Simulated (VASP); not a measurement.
The system is MgCd2Te3.

```
CELL_PARAMETERS angstrom
2.66512 1.53871 7.22650
-2.66512 1.53871 7.22650
0.00000 -3.07741 7.22650
ATOMIC_POSITIONS crystal
Mg 0.50000 0.50000 0.50000
Cd 0.68796 0.68796 0.68796
Cd 0.31204 0.31204 0.31204
Te 0.00000 0.00000 0.50000
Te 0.50000 0.00000 0.00000
Te 0.00000 0.50000 0.00000
```

The cell was built by a generator and needn't be a form met in nature.

```yaml
Program: VASP 6.6.1
Task: relaxation of cell and atoms
Functional: PBE
Potentials_or_basis: VASP PAW PBE potentials, release 64 (Mg, Cd, Te)
Cutoff: 520 eV
k_mesh: 3 × 3 × 3
Occupations: gaussian, width 0.15 eV
Spin: no spin polarisation
```

At the start: pressure 23.6 GPa; volume 29.63 Å³/atom.

Q: How do energy, volume and symmetry change on relaxing?

A: Over 22 steps the energy falls by 1146.1 meV/atom and the volume is 33.51 Å³/atom (+13.1 %); space group R-3m (No. 166, to 0.05 Å).

Step by step:
| step | energy change (eV) | largest force (eV/Å) | pressure (GPa) | volume (Å³) |
| --- | --- | --- | --- | --- |
| 1 | 0.0000 | 0.4804 | 23.59 | 177.81 |
| 2 | -4.6614 | 0.1358 | -3.79 | 307.68 |
| 3 | -5.6260 | 0.0704 | -0.61 | 247.88 |
| 4 | -5.6275 | 0.0549 | -0.92 | 250.96 |
| 5 | -5.7463 | 0.0680 | -0.82 | 244.39 |
| 6 | -5.9224 | 0.1075 | -0.80 | 235.61 |
| 7 | -6.3154 | 0.2803 | -0.44 | 217.86 |
| 8 | -6.4996 | 1.0861 | 4.73 | 181.57 |
| 9 | -6.6188 | 0.6016 | 1.03 | 200.30 |
| 10 | -6.6469 | 0.8416 | 2.48 | 190.90 |
| 11 | -6.6537 | 0.7630 | 2.07 | 193.72 |
| 12 | -6.7200 | 0.7394 | 1.74 | 193.37 |
| 13 | -6.7611 | 0.6094 | 1.85 | 192.38 |
| 14 | -6.8137 | 0.4650 | 0.92 | 196.83 |
| 15 | -6.8415 | 0.3218 | -0.18 | 202.94 |
| 16 | -6.8418 | 0.2928 | -0.16 | 203.60 |
| 17 | -6.8409 | 0.2661 | -0.55 | 204.91 |
| 18 | -6.8417 | 0.3084 | -0.53 | 204.00 |
| 19 | -6.8502 | 0.2131 | -0.41 | 203.58 |
| 20 | -6.8683 | 0.0846 | -0.28 | 202.35 |
| 21 | -6.8746 | 0.1314 | 0.00 | 199.87 |
| 22 | -6.8768 | 0.0400 | -0.20 | 201.04 |

Final structure:
```yaml
crystal:
  lattice:
    - [3.30708, 1.90935, 5.30630]
    - [-3.30708, 1.90935, 5.30630]
    - [0.00000, -3.81869, 5.30630]
  atoms:
    - { symbol: Mg, position: [0.50000, 0.50000, 0.50000] }
    - { symbol: Cd, position: [0.67646, 0.67646, 0.67646] }
    - { symbol: Cd, position: [0.32354, 0.32354, 0.32354] }
    - { symbol: Te, position: [0.00000, 0.00000, 0.50000] }
    - { symbol: Te, position: [0.50000, 0.00000, 0.00000] }
    - { symbol: Te, position: [0.00000, 0.50000, 0.00000] }
```

Caveat: the k mesh is coarse (spacing up to 0.46 Å⁻¹), so the values aren't converged.
